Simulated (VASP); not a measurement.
OSZICAR of a VASP run on Cd31ZnTe32:

OSZICAR:
```
       N       E                     dE             d eps       ncg     rms          rms(c)
DAV:   1     0.482119804504E+04    0.48212E+04   -0.24240E+05   690   0.128E+03
DAV:   2     0.283840673858E+03   -0.45374E+04   -0.43313E+04   762   0.355E+02
DAV:   3    -0.146717252570E+03   -0.43056E+03   -0.42499E+03   779   0.112E+02
DAV:   4    -0.159665888799E+03   -0.12949E+02   -0.12876E+02   764   0.179E+01
DAV:   5    -0.160015014549E+03   -0.34913E+00   -0.34899E+00   804   0.285E+00    0.282E+01
RMM:   6    -0.152409660100E+03    0.76054E+01   -0.18117E+01   690   0.661E+00    0.228E+01
RMM:   7    -0.151956290993E+03    0.45337E+00   -0.87550E+00   690   0.308E+00    0.682E+00
RMM:   8    -0.151941667648E+03    0.14623E-01   -0.53144E-01   690   0.131E+00    0.230E+00
RMM:   9    -0.151934174749E+03    0.74929E-02   -0.90107E-02   690   0.471E-01    0.990E-01
RMM:  10    -0.151934501520E+03   -0.32677E-03   -0.20626E-02   697   0.233E-01    0.330E-01
RMM:  11    -0.151935325974E+03   -0.82445E-03   -0.34236E-03   716   0.938E-02    0.127E-01
RMM:  12    -0.151935467671E+03   -0.14170E-03   -0.72055E-04   694   0.557E-02    0.555E-02
RMM:  13    -0.151935487236E+03   -0.19565E-04   -0.19310E-04   626   0.204E-02    0.672E-02
RMM:  14    -0.151935475029E+03    0.12207E-04   -0.28708E-05   462   0.936E-03    0.885E-02
RMM:  15    -0.151935483111E+03   -0.80820E-05   -0.44868E-05   477   0.909E-03
   1 F= -.15193548E+03 E0= -.15193548E+03  d E =-.151935E+03
       N       E                     dE             d eps       ncg     rms          rms(c)
DAV:   1    -0.151986983755E+03   -0.51509E-01   -0.33054E+00   724   0.277E+00    0.617E-01
RMM:   2    -0.151994021322E+03   -0.70376E-02   -0.81497E-02   690   0.346E-01    0.174E-01
RMM:   3    -0.151994714532E+03   -0.69321E-03   -0.90731E-03   690   0.134E-01    0.124E-01
RMM:   4    -0.151994791992E+03   -0.77460E-04   -0.17649E-03   697   0.559E-02    0.820E-02
RMM:   5    -0.151994806843E+03   -0.14852E-04   -0.27695E-04   639   0.252E-02    0.199E-02
RMM:   6    -0.151994813196E+03   -0.63522E-05   -0.67680E-05   532   0.116E-02
   2 F= -.15199481E+03 E0= -.15199481E+03  d E =-.593301E-01
       N       E                     dE             d eps       ncg     rms          rms(c)
DAV:   1    -0.152029044679E+03   -0.34238E-01   -0.15360E+01   690   0.591E+00    0.142E+00
RMM:   2    -0.152061791717E+03   -0.32747E-01   -0.38049E-01   690   0.735E-01    0.378E-01
RMM:   3    -0.152065288900E+03   -0.34972E-02   -0.45202E-02   694   0.286E-01    0.311E-01
RMM:   4    -0.152065385921E+03   -0.97021E-04   -0.55175E-03   693   0.112E-01    0.191E-01
RMM:   5    -0.152065441514E+03   -0.55593E-04   -0.15008E-03   691   0.574E-02    0.324E-02
RMM:   6    -0.152065465999E+03   -0.24485E-04   -0.33440E-04   631   0.256E-02    0.201E-02
RMM:   7    -0.152065469193E+03   -0.31944E-05   -0.67028E-05   512   0.117E-02
   3 F= -.15206547E+03 E0= -.15206547E+03  d E =-.129986E+00
       N       E                     dE             d eps       ncg     rms          rms(c)
DAV:   1    -0.152066029431E+03   -0.56343E-03   -0.23327E+00   716   0.226E+00    0.547E-01
RMM:   2    -0.152071177866E+03   -0.51484E-02   -0.59560E-02   690   0.288E-01    0.154E-01
RMM:   3    -0.152071660476E+03   -0.48261E-03   -0.65975E-03   690   0.113E-01    0.105E-01
RMM:   4    -0.152071716060E+03   -0.55583E-04   -0.12983E-03   689   0.475E-02    0.772E-02
RMM:   5    -0.152071723813E+03   -0.77531E-05   -0.19868E-04   588   0.214E-02    0.238E-02
RMM:   6    -0.152071729099E+03   -0.52867E-05   -0.50191E-05   502   0.103E-02
   4 F= -.15207173E+03 E0= -.15207173E+03  d E =-.136246E+00
       N       E                     dE             d eps       ncg     rms          rms(c)
DAV:   1    -0.152080774430E+03   -0.90506E-02   -0.12273E+01   724   0.544E+00    0.531E-01
RMM:   2    -0.152086957461E+03   -0.61830E-02   -0.73702E-02   690   0.478E-01    0.135E-01
RMM:   3    -0.152087830862E+03   -0.87340E-03   -0.10284E-02   690   0.182E-01    0.110E-01
RMM:   4    -0.152087828951E+03    0.19108E-05   -0.15733E-03   694   0.694E-02    0.801E-02
RMM:   5    -0.152087818556E+03    0.10395E-04   -0.46319E-04   691   0.361E-02    0.207E-02
RMM:   6    -0.152087824407E+03   -0.58511E-05   -0.79024E-05   562   0.134E-02
   5 F= -.15208782E+03 E0= -.15208782E+03  d E =-.160953E-01
       N       E                     dE             d eps       ncg     rms          rms(c)
DAV:   1    -0.152090383330E+03   -0.25648E-02   -0.61199E+00   708   0.384E+00    0.370E-01
RMM:   2    -0.152093471584E+03   -0.30883E-02   -0.36632E-02   690   0.337E-01    0.954E-02
RMM:   3    -0.152093906203E+03   -0.43462E-03   -0.50984E-03   690   0.128E-01    0.808E-02
RMM:   4    -0.152093903156E+03    0.30470E-05   -0.77970E-04   694   0.487E-02    0.573E-02
RMM:   5    -0.152093900378E+03    0.27784E-05   -0.23249E-04   689   0.255E-02    0.147E-02
RMM:   6    -0.152093903112E+03   -0.27344E-05   -0.41543E-05   487   0.962E-03
   6 F= -.15209390E+03 E0= -.15209390E+03  d E =-.221740E-01
       N       E                     dE             d eps       ncg     rms          rms(c)
DAV:   1    -0.152081288813E+03    0.12612E-01   -0.24487E+01   708   0.771E+00    0.756E-01
RMM:   2    -0.152093633777E+03   -0.12345E-01   -0.14676E-01   690   0.682E-01    0.195E-01
RMM:   3    -0.152095361948E+03   -0.17282E-02   -0.20412E-02   690   0.257E-01    0.159E-01
RMM:   4    -0.152095356942E+03    0.50062E-05   -0.30643E-03   693   0.987E-02    0.116E-01
RMM:   5    -0.152095338154E+03    0.18788E-04   -0.10069E-03   692   0.529E-02    0.304E-02
RMM:   6    -0.152095349353E+03   -0.11199E-04   -0.16144E-04   651   0.192E-02    0.205E-02
RMM:   7    -0.152095352466E+03   -0.31124E-05   -0.46197E-05   502   0.102E-02
   7 F= -.15209535E+03 E0= -.15209535E+03  d E =-.236234E-01
       N       E                     dE             d eps       ncg     rms          rms(c)
DAV:   1    -0.152093505551E+03    0.18438E-02   -0.51080E+00   708   0.354E+00    0.344E-01
RMM:   2    -0.152096056928E+03   -0.25514E-02   -0.30515E-02   690   0.309E-01    0.899E-02
RMM:   3    -0.152096412932E+03   -0.35600E-03   -0.42484E-03   690   0.117E-01    0.691E-02
RMM:   4    -0.152096411077E+03    0.18548E-05   -0.64477E-04   694   0.447E-02    0.505E-02
RMM:   5    -0.152096407174E+03    0.39028E-05   -0.19317E-04   690   0.231E-02    0.136E-02
RMM:   6    -0.152096409379E+03   -0.22042E-05   -0.29879E-05   458   0.841E-03
   8 F= -.15209641E+03 E0= -.15209641E+03  d E =-.246803E-01
       N       E                     dE             d eps       ncg     rms          rms(c)
DAV:   1    -0.152098755172E+03   -0.23480E-02   -0.35631E+00   708   0.298E+00    0.409E-01
RMM:   2    -0.152101264445E+03   -0.25093E-02   -0.29603E-02   690   0.295E-01    0.983E-02
RMM:   3    -0.152101623511E+03   -0.35907E-03   -0.40524E-03   690   0.114E-01    0.814E-02
RMM:   4    -0.152101639796E+03   -0.16285E-04   -0.61561E-04   692   0.439E-02    0.546E-02
RMM:   5    -0.152101645067E+03   -0.52706E-05   -0.17796E-04   679   0.227E-02    0.103E-02
RMM:   6    -0.152101647508E+03   -0.24414E-05   -0.40331E-05   479   0.927E-03
   9 F= -.15210165E+03 E0= -.15210165E+03  d E =-.523813E-02
       N       E                     dE             d eps       ncg     rms          rms(c)
DAV:   1    -0.152101705632E+03   -0.60565E-04   -0.15011E+00   724   0.194E+00    0.262E-01
RMM:   2    -0.152102774912E+03   -0.10693E-02   -0.12523E-02   690   0.192E-01    0.635E-02
RMM:   3    -0.152102927450E+03   -0.15254E-03   -0.17097E-03   690   0.737E-02    0.554E-02
RMM:   4    -0.152102934313E+03   -0.68625E-05   -0.26134E-04   692   0.285E-02    0.369E-02
RMM:   5    -0.152102936957E+03   -0.26438E-05   -0.77204E-05   601   0.149E-02
  10 F= -.15210294E+03 E0= -.15210294E+03  d E =-.652758E-02
```

Problem. Which electronic solver shows in the log?

Solution. It is blocked Davidson (ALGO = Normal, or the opening steps of other solvers) and then RMM-DIIS (ALGO = Fast or VeryFast). The INCAR had ALGO = Fast.

Problem. Can the final energy be trusted as converged?

Solution. Self-consistency was reached. It stopped with EDIFF = 1E-5, NELM = 100, NSW = 60 and EDIFFG = -0.03 after 10 ionic steps (PBE GGA, plane waves, VASP's PBE PAW potentials (set 64)). The supercell is sampled at Γ alone, which is coarse: total energies, pressure and levels can be off, energies of defects by several tenths of an eV.

The cell is a supercell with a defect, built from CdTe (zinc blende): Zn_Cd. The run is not spin-polarised, so no state with unpaired spins was tried.
